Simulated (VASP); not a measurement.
Input:

```
CELL_PARAMETERS angstrom
      0.00000     3.04560     3.04560
      3.04560     0.00000     3.04560
      3.04560     3.04560     0.00000
ATOMIC_POSITIONS crystal
  W  0.00000 0.00000 0.00000
  Se 0.50000 0.50000 0.50000
```

Computed with PBEsol GGA, VASP's PBE PAW potentials (set 64) (plane waves; VASP). Settings: 400 eV cut-off, 9×9×9 Γ-centred mesh, first-order Methfessel-Paxton smearing of 0.10 eV, potentials W_sv Se.

Energy and stress use the plane-wave basis of the starting cell.

Question: The ions, cell shape and volume are relaxed. What does this cell relax into?

Answer: 
```
CELL_PARAMETERS angstrom
      0.00000     2.58416     2.58416
      2.58416     0.00000     2.58416
      2.58416     2.58416     0.00000
ATOMIC_POSITIONS crystal
  W  0.00000 0.00000 0.00000
  Se 0.50000 0.50000 0.50000
```
Space group Fm-3m (225), at a tolerance of 0.03 Å.

Question: How do energy and volume change from the first to the last step?

Answer: The energy (σ→0) changes by -1415.2 meV/atom and the volume by -38.9 %, in 7 ionic steps.

The structure was generated: WSe was put into the rock salt type (Fm-3m), which need not be its known phase. This run relaxes it. Symmetry was kept, so distortions that lower it aren't found. VASP warned that the highest band is occupied, so more bands are needed.
